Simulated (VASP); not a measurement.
Level of theory: PBE GGA, VASP's PBE PAW potentials (set 64) (plane waves; VASP 6.6.1).

A VASP calculation is set up with these files.

INCAR:
```
SYSTEM = CuZn31Se32
PREC = Normal
ENCUT = 400
EDIFF = 1E-5
NELM = 100
ALGO = Fast
LREAL = Auto
LASPH = .TRUE.
ISMEAR = 0
SIGMA = 0.05
GGA = PE
LMAXMIX = 4
LWAVE = .FALSE.
LCHARG = .FALSE.
NELMIN = 4
ISYM = 0
NELECT = 574.0
IBRION = 2
ISIF = 2
NSW = 60
EDIFFG = -0.03
```

### KPOINTS
```
Automatic mesh
0
Gamma
1 1 1
0 0 0
```

File POSCAR:
```
CuZn31Se32
1.0
 11.4825331920   0.0000000000   0.0000000000
  0.0000000000  11.4825331920   0.0000000000
  0.0000000000   0.0000000000  11.4825331920
Zn Se Cu
31 32 1
Cartesian
  5.7412665960   0.0000000000   0.0000000000
  8.6118998940   2.8706332980   0.0000000000
  8.6118998940   0.0000000000   2.8706332980
  0.0000000000   0.0000000000   0.0000000000
  2.8706332980   2.8706332980   0.0000000000
  5.7412665960   5.7412665960   0.0000000000
  8.6118998940   8.6118998940   0.0000000000
  2.8706332980   0.0000000000   2.8706332980
  5.7412665960   2.8706332980   2.8706332980
  8.6118998940   5.7412665960   2.8706332980
  5.7412665960   0.0000000000   5.7412665960
  8.6118998940   2.8706332980   5.7412665960
  8.6118998940   0.0000000000   8.6118998940
  0.0000000000   5.7412665960   0.0000000000
  2.8706332980   8.6118998940   0.0000000000
  0.0000000000   2.8706332980   2.8706332980
  2.8706332980   5.7412665960   2.8706332980
  5.7412665960   8.6118998940   2.8706332980
  0.0000000000   0.0000000000   5.7412665960
  2.8706332980   2.8706332980   5.7412665960
  8.6118998940   8.6118998940   5.7412665960
  2.8706332980   0.0000000000   8.6118998940
  5.7412665960   2.8706332980   8.6118998940
  8.6118998940   5.7412665960   8.6118998940
  0.0000000000   8.6118998940   2.8706332980
  0.0000000000   5.7412665960   5.7412665960
  2.8706332980   8.6118998940   5.7412665960
  0.0000000000   2.8706332980   8.6118998940
  2.8706332980   5.7412665960   8.6118998940
  5.7412665960   8.6118998940   8.6118998940
  0.0000000000   8.6118998940   8.6118998940
  7.1765832450   1.4353166490   1.4353166490
 10.0472165430   4.3059499470   1.4353166490
 10.0472165430   1.4353166490   4.3059499470
  1.4353166490   1.4353166490   1.4353166490
  4.3059499470   4.3059499470   1.4353166490
  7.1765832450   7.1765832450   1.4353166490
 10.0472165430  10.0472165430   1.4353166490
  4.3059499470   1.4353166490   4.3059499470
  7.1813025661   4.3532694663   4.3461847433
 10.0472165430   7.1765832450   4.3059499470
  7.1765832450   1.4353166490   7.1765832450
 10.0472165430   4.3059499470   7.1765832450
 10.0472165430   1.4353166490  10.0472165430
  1.4353166490   7.1765832450   1.4353166490
  4.3059499470  10.0472165430   1.4353166490
  1.4353166490   4.3059499470   4.3059499470
  4.3166631505   7.1959083484   4.3100377288
  7.1765832450  10.0472165430   4.3059499470
  1.4353166490   1.4353166490   7.1765832450
  4.3182362575   4.3533728091   7.1933477435
  7.1524928904   7.1351198176   7.1941859684
 10.0472165430  10.0472165430   7.1765832450
  4.3059499470   1.4353166490  10.0472165430
  7.1765832450   4.3059499470  10.0472165430
 10.0472165430   7.1765832450  10.0472165430
  1.4353166490  10.0472165430   4.3059499470
  1.4353166490   7.1765832450   7.1765832450
  4.3059499470  10.0472165430   7.1765832450
  1.4353166490   4.3059499470  10.0472165430
  4.3059499470   7.1765832450  10.0472165430
  7.1765832450  10.0472165430  10.0472165430
  1.4353166490  10.0472165430  10.0472165430
  5.7358812879   5.7133640403   5.7803186914
```

POTCAR, in this order: Zn Se Cu (PBE.64 set). Program: vasp_gam.

What VASP printed:

**OUTCAR**
```
 ion  position               nearest neighbor table
   1  0.500  0.000  0.000-  32 2.49  46 2.49  54 2.49  62 2.49
   2  0.750  0.250  0.000-  32 2.49  33 2.49  44 2.49  55 2.49
   3  0.750  0.000  0.250-  32 2.49  34 2.49  38 2.49  49 2.49
   4  0.000  0.000  0.000-  35 2.49  38 2.49  44 2.49  63 2.49
   5  0.250  0.250  0.000-  35 2.49  36 2.49  54 2.49  60 2.49
   6  0.500  0.500  0.000-  36 2.49  37 2.49  55 2.49  61 2.49
   7  0.750  0.750  0.000-  37 2.49  38 2.49  56 2.49  62 2.49
   8  0.250  0.000  0.250-  35 2.49  39 2.49  46 2.49  57 2.49
   9  0.500  0.250  0.250-  32 2.49  36 2.49  39 2.49  40 2.54
  10  0.750  0.500  0.250-  40 2.48  37 2.49  33 2.49  41 2.49
  11  0.500  0.000  0.500-  39 2.49  42 2.49  49 2.49  59 2.49
  12  0.750  0.250  0.500-  34 2.49  42 2.49  43 2.49  40 2.49
  13  0.750  0.000  0.750-  42 2.49  44 2.49  53 2.49  62 2.49
  14  0.000  0.500  0.000-  33 2.49  45 2.49  56 2.49  60 2.49
  15  0.250  0.750  0.000-  45 2.49  46 2.49  61 2.49  63 2.49
  16  0.000  0.250  0.250-  33 2.49  34 2.49  35 2.49  47 2.49
  17  0.250  0.500  0.250-  36 2.49  45 2.49  47 2.49  48 2.51
  18  0.500  0.750  0.250-  48 2.47  46 2.49  37 2.49  49 2.49
  19  0.000  0.000  0.500-  34 2.49  50 2.49  53 2.49  57 2.49
  20  0.250  0.250  0.500-  39 2.49  47 2.49  50 2.49  51 2.53
  21  0.750  0.750  0.500-  41 2.49  49 2.49  53 2.49  52 2.53
  22  0.250  0.000  0.750-  50 2.49  54 2.49  59 2.49  63 2.49
  23  0.500  0.250  0.750-  42 2.49  54 2.49  55 2.49  51 2.50
  24  0.750  0.500  0.750-  52 2.47  43 2.49  55 2.49  56 2.49
...
```

OSZICAR:
```
...
RMM:  22    -0.193336745595E+03   -0.18831E-04   -0.50837E-05   479   0.108E-02    0.176E-02
RMM:  23    -0.193336745250E+03    0.34428E-06   -0.60628E-06   407   0.718E-03
   1 F= -.19333675E+03 E0= -.19329854E+03  d E =-.193337E+03
       N       E                     dE             d eps       ncg     rms          rms(c)
DAV:   1    -0.193355123655E+03   -0.18378E-01   -0.40938E+00   768   0.335E+00    0.520E-01
RMM:   2    -0.193362656998E+03   -0.75333E-02   -0.85117E-02   769   0.543E-01    0.227E-01
RMM:   3    -0.193364840175E+03   -0.21832E-02   -0.17664E-02   876   0.270E-01    0.408E-01
RMM:   4    -0.193363423121E+03    0.14171E-02   -0.59420E-03   759   0.133E-01    0.126E-01
RMM:   5    -0.193363453138E+03   -0.30017E-04   -0.11633E-03   618   0.382E-02    0.761E-02
RMM:   6    -0.193363431592E+03    0.21546E-04   -0.31917E-04   617   0.263E-02    0.188E-02
RMM:   7    -0.193363436559E+03   -0.49670E-05   -0.64316E-05   506   0.145E-02
   2 F= -.19336344E+03 E0= -.19332502E+03  d E =-.266913E-01
       N       E                     dE             d eps       ncg     rms          rms(c)
DAV:   1    -0.193364981706E+03   -0.15501E-02   -0.59964E+00   736   0.404E+00    0.640E-01
RMM:   2    -0.193375612529E+03   -0.10631E-01   -0.11966E-01   761   0.671E-01    0.298E-01
RMM:   3    -0.193379805350E+03   -0.41928E-02   -0.34409E-02   879   0.347E-01    0.553E-01
RMM:   4    -0.193376961574E+03    0.28438E-02   -0.83242E-03   781   0.161E-01    0.161E-01
RMM:   5    -0.193376936126E+03    0.25447E-04   -0.98560E-04   657   0.418E-02    0.935E-02
RMM:   6    -0.193376919131E+03    0.16995E-04   -0.52704E-04   667   0.325E-02    0.252E-02
RMM:   7    -0.193376918473E+03    0.65760E-06   -0.68777E-05   518   0.167E-02
   3 F= -.19337692E+03 E0= -.19333837E+03  d E =-.401732E-01
       N       E                     dE             d eps       ncg     rms          rms(c)
DAV:   1    -0.193376812560E+03    0.10657E-03   -0.17759E-01   792   0.695E-01    0.108E-01
RMM:   2    -0.193377137844E+03   -0.32528E-03   -0.36691E-03   758   0.121E-01    0.343E-02
RMM:   3    -0.193377211135E+03   -0.73291E-04   -0.76434E-04   775   0.505E-02    0.504E-02
RMM:   4    -0.193377196442E+03    0.14693E-04   -0.10628E-04   512   0.252E-02    0.304E-02
RMM:   5    -0.193377193973E+03    0.24688E-05   -0.37523E-05   453   0.108E-02
   4 F= -.19337719E+03 E0= -.19333864E+03  d E =-.404487E-01
       N       E                     dE             d eps       ncg     rms          rms(c)
DAV:   1    -0.193379473063E+03   -0.22766E-02   -0.10598E+00   720   0.179E+00    0.223E-01
RMM:   2    -0.193380819850E+03   -0.13468E-02   -0.14783E-02   762   0.244E-01    0.102E-01
RMM:   3    -0.193381301631E+03   -0.48178E-03   -0.39577E-03   876   0.127E-01    0.189E-01
RMM:   4    -0.193380980187E+03    0.32144E-03   -0.10818E-03   629   0.592E-02    0.600E-02
RMM:   5    -0.193380969142E+03    0.11045E-04   -0.11608E-04   534   0.178E-02    0.275E-02
RMM:   6    -0.193380970953E+03   -0.18111E-05   -0.61757E-05   523   0.124E-02
   5 F= -.19338097E+03 E0= -.19334241E+03  d E =-.377698E-02
       N       E                     dE             d eps       ncg     rms          rms(c)
DAV:   1    -0.193378550496E+03    0.24186E-02   -0.24187E+00   704   0.270E+00    0.345E-01
RMM:   2    -0.193381741499E+03   -0.31910E-02   -0.34743E-02   763   0.378E-01    0.180E-01
RMM:   3    -0.193382914687E+03   -0.11732E-02   -0.10473E-02   878   0.203E-01    0.303E-01
RMM:   4    -0.193382071342E+03    0.84335E-03   -0.26449E-03   745   0.910E-02    0.904E-02
RMM:   5    -0.193382048938E+03    0.22403E-04   -0.25279E-04   554   0.247E-02    0.412E-02
RMM:   6    -0.193382055248E+03   -0.63100E-05   -0.14995E-04   567   0.185E-02    0.153E-02
RMM:   7    -0.193382052508E+03    0.27406E-05   -0.15536E-05   429   0.112E-02
   6 F= -.19338205E+03 E0= -.19334349E+03  d E =-.485853E-02
       N       E                     dE             d eps       ncg     rms          rms(c)
DAV:   1    -0.193381991119E+03    0.64129E-04   -0.23808E-01   728   0.846E-01    0.103E-01
RMM:   2    -0.193382276042E+03   -0.28492E-03   -0.32362E-03   767   0.113E-01    0.284E-02
RMM:   3    -0.193382323047E+03   -0.47005E-04   -0.56245E-04   791   0.431E-02    0.303E-02
RMM:   4    -0.193382326967E+03   -0.39208E-05   -0.67987E-05   503   0.217E-02
   7 F= -.19338233E+03 E0= -.19334376E+03  d E =-.513299E-02
       N       E                     dE             d eps       ncg     rms          rms(c)
DAV:   1    -0.193382300863E+03    0.22184E-04   -0.72978E-03   808   0.158E-01    0.277E-02
RMM:   2    -0.193382311830E+03   -0.10967E-04   -0.12833E-04   638   0.254E-02    0.989E-03
RMM:   3    -0.193382317555E+03   -0.57257E-05   -0.33884E-05   433   0.145E-02    0.190E-02
RMM:   4    -0.193382313731E+03    0.38240E-05   -0.10793E-05   400   0.103E-02
   8 F= -.19338231E+03 E0= -.19334375E+03  d E =-.511976E-02
       N       E                     dE             d eps       ncg     rms          rms(c)
DAV:   1    -0.193382316420E+03    0.11353E-05   -0.18667E-03   736   0.753E-02    0.110E-02
RMM:   2    -0.193382318461E+03   -0.20416E-05   -0.25416E-05   419   0.117E-02    0.320E-03
RMM:   3    -0.193382318968E+03   -0.50662E-06   -0.48958E-06   360   0.709E-03    0.197E-03
RMM:   4    -0.193382319133E+03   -0.16498E-06   -0.16423E-06   356   0.356E-03
   9 F= -.19338232E+03 E0= -.19334376E+03  d E =-.512516E-02
       N       E                     dE             d eps       ncg     rms          rms(c)
DAV:   1    -0.193382856573E+03   -0.53760E-03   -0.37846E-01   704   0.106E+00    0.105E-01
RMM:   2    -0.193383183569E+03   -0.32700E-03   -0.35235E-03   756   0.126E-01    0.495E-02
RMM:   3    -0.193383303047E+03   -0.11948E-03   -0.96821E-04   821   0.659E-02    0.898E-02
RMM:   4    -0.193383233287E+03    0.69760E-04   -0.24238E-04   519   0.326E-02    0.285E-02
RMM:   5    -0.193383231115E+03    0.21715E-05   -0.33351E-05   460   0.110E-02
  10 F= -.19338323E+03 E0= -.19334467E+03  d E =-.911982E-03
       N       E                     dE             d eps       ncg     rms          rms(c)
DAV:   1    -0.193383158038E+03    0.75249E-04   -0.30400E-01   744   0.955E-01    0.972E-02
RMM:   2    -0.193383415584E+03   -0.25755E-03   -0.28197E-03   745   0.112E-01    0.517E-02
RMM:   3    -0.193383514515E+03   -0.98931E-04   -0.82395E-04   796   0.615E-02    0.859E-02
RMM:   4    -0.193383450614E+03    0.63901E-04   -0.23326E-04   518   0.322E-02    0.248E-02
RMM:   5    -0.193383450475E+03    0.13889E-06   -0.32220E-05   451   0.103E-02
  11 F= -.19338345E+03 E0= -.19334489E+03  d E =-.113134E-02
       N       E                     dE             d eps       ncg     rms          rms(c)
DAV:   1    -0.193383447990E+03    0.26235E-05   -0.64262E-03   776   0.139E-01    0.128E-02
RMM:   2    -0.193383454297E+03   -0.63061E-05   -0.67409E-05   549   0.197E-02    0.478E-03
RMM:   3    -0.193383455769E+03   -0.14721E-05   -0.13253E-05   396   0.105E-02    0.903E-03
RMM:   4    -0.193383455236E+03    0.53274E-06   -0.39528E-06   368   0.677E-03
  12 F= -.19338346E+03 E0= -.19334489E+03  d E =-.113610E-02
       N       E                     dE             d eps       ncg     rms          rms(c)
DAV:   1    -0.193383518954E+03   -0.63185E-04   -0.70214E-02   704   0.459E-01    0.650E-02
RMM:   2    -0.193383646629E+03   -0.12768E-03   -0.14179E-03   775   0.754E-02    0.219E-02
RMM:   3    -0.193383687297E+03   -0.40668E-04   -0.34547E-04   662   0.341E-02    0.435E-02
RMM:   4    -0.193383673642E+03    0.13655E-04   -0.79775E-05   470   0.213E-02    0.184E-02
RMM:   5    -0.193383672397E+03    0.12445E-05   -0.12954E-05   421   0.685E-03
  13 F= -.19338367E+03 E0= -.19334511E+03  d E =-.217161E-03
```

OUTCAR:
```
------------------------ aborting loop because EDIFF is reached ----------------------------------------
  FORCE on cell =-STRESS in cart. coord.  units (eV):
  Direction    XX          YY          ZZ          XY          YZ          ZX
  --------------------------------------------------------------------------------------
  Total      -10.1483188    -10.1804243    -10.1340519      0.0043140      0.0142851      0.0239124
  in kB      -10.7396853    -10.7736617    -10.7245871      0.0045654      0.0151175      0.0253058
  external PRESSURE =     -10.7459780 kB  Pullay stress =       0.0000000 kB
  volume of cell :     1513.96
      direct lattice vectors                 reciprocal lattice vectors
    11.482533192  0.000000000  0.000000000     0.087088797  0.000000000  0.000000000
     0.000000000 11.482533192  0.000000000     0.000000000  0.087088797  0.000000000
     0.000000000  0.000000000 11.482533192     0.000000000  0.000000000  0.087088797
  FREE ENERGIE OF THE ION-ELECTRON SYSTEM (eV)
  ---------------------------------------------------
  free  energy   TOTEN  =      -193.3836723972 eV

  energy  without entropy=     -193.3065439359  energy(sigma->0) =     -193.34510817

 reached required accuracy - stopping structural energy minimisation
```
(Selected blocks of OUTCAR.)

CONTCAR:
```
CuZn31Se32
   1.00000000000000
    11.4825331920000000    0.0000000000000000    0.0000000000000000
     0.0000000000000000   11.4825331920000000    0.0000000000000000
     0.0000000000000000    0.0000000000000000   11.4825331920000000
  Zn              Se              Cu
    31    32     1
Direct
     0.5000351189959286    0.0001454929747776    0.0001612016041038
     0.7499430568041410    0.2500387445327469    0.0000365924164250
     0.7498946091935896    0.9998691735501972    0.2501941725672928
     0.0000123304077082    0.0000521735763350    0.0000474370674144
     0.2501993938373501    0.2501755819271903    0.0003423069066164
     0.4999874923947191    0.5000126223935328    0.0001819487749934
     0.7499134990220480    0.7499836405076349    0.0002016475716526
     0.2501986428656857    0.0003863796173431    0.2502278415917882
     0.5010106832140772    0.2514688556017881    0.2514574811998886
     0.7488976828841764    0.4993911863522661    0.2512382425213538
     0.4999981055519445    0.0000885799613591    0.5000235730463037
     0.7488946523943946    0.2512178050505331    0.4993449605385662
     0.7499135655858958    0.0002252356224928    0.7499077595029130
     0.9999668555616132    0.5000560089069328    0.0001958396904112
     0.2500257526054900    0.7500714865008858    0.0000318261659070
     0.0002383085057919    0.2501896892318029    0.2501872465601063
     0.2512757613251833    0.5008772192761867    0.2512782911367063
     0.4992642749158503    0.7488634896553796    0.2512836172789533
     0.9999432158289796    0.0000457097927106    0.5000942351682054
     0.2510749721881958    0.2511864052358543    0.5007686641336079
     0.7486892713646744    0.7487004500811549    0.5009751291766292
     0.2500900065441996    0.9999130334309524    0.7499370680989064
     0.4993660604632315    0.2509875251945221    0.7491633625491174
     0.7490744261105602    0.5006217682410895    0.7491794681865782
     0.9998442366589722    0.7500110851099053    0.2501816286614804
     0.0000289317982061    0.5000471011653788    0.5000149670359720
     0.2511990113396039    0.7489227072550163    0.4992778030950430
     0.9999243247538321    0.2500663938062127    0.7499605121408214
     0.2507763747658704    0.4995429318636451    0.7493120321211664
     0.5006683892078529    0.7490707229107393    0.7491371129463940
     0.0000903371535634    0.7500685231974592    0.7499236503200107
     0.6250108907818320    0.1252047413825639    0.1253155385024710
     0.8748575964170755    0.3750024398718412    0.1252573890221172
     0.8748862686939787    0.1251722969195299    0.3750187076415982
     0.1249960765645721    0.1250301503793625    0.1250451900708056
     0.3751320644576971    0.3751008915331254    0.1253887872782869
     0.6249427947411279    0.6249886756763717    0.1252878874647556
     0.8750182280488077    0.8750805772481346    0.1250331149640541
     0.3751596462832525    0.1254057763575181    0.3751613687225355
     0.6226780190789610    0.3777348264240831    0.3777983121650038
     0.8747912584222398    0.6250289580205909    0.3751716355093575
     0.6249214528049339    0.1252704531060659    0.6249543563979570
     0.8748791094304014    0.3750818731649879    0.6250180008453243
     0.8750202098841249    0.1249920615708134    0.8750653836634218
     0.1251169440185140    0.6250698362536405    0.1252434162766940
     0.3750042406854082    0.8749728087675354    0.1252517203916703
     0.1252819634149220    0.3751444948907998    0.3751048512993623
     0.3774240136328015    0.6226264579674999    0.3775501309161561
     0.6249421495265587    0.8747748998832003    0.3751855335550662
     0.1251022289609034    0.1250968378544324    0.6250483605793808
     0.3767275343022098    0.3770525003668706    0.6235811062002016
     0.6227536230794489    0.6226955277302763    0.6233831938812898
     0.8748103199009616    0.8749232603033941    0.6250494610654095
     0.3749421472104492    0.1250772065868436    0.8750269350945000
     0.6249794370095962    0.3750208076416028    0.8749721061724647
     0.8749603930025872    0.6250974674053654    0.8749977800410836
     0.1251397978443272    0.8749949357713678    0.3750245465856745
     0.1251673730920658    0.6250485340122686    0.6249580070086334
     0.3750895910894082    0.8748618810245178    0.6249789925682622
     0.1250260116705441    0.3749635878979838    0.8751015226562293
     0.3750249899239229    0.6250603396392048    0.8749973138951217
     0.6250555510545636    0.8750396715430134    0.8749967130391058
     0.1249680781844633    0.8750909913234317    0.8750552636851060
     0.4995976525440127    0.4998895089577434    0.5009637530655672
```

The cell is charged, with a uniform compensating background. The supercell is sampled at Γ alone, which is coarse: total energies, pressure and levels can be off, energies of defects by several tenths of an eV.

The cell is a supercell with a defect, built from ZnSe (zinc blende): Cu_Zn, charge +1. The run is not spin-polarised, so no state with unpaired spins was tried.
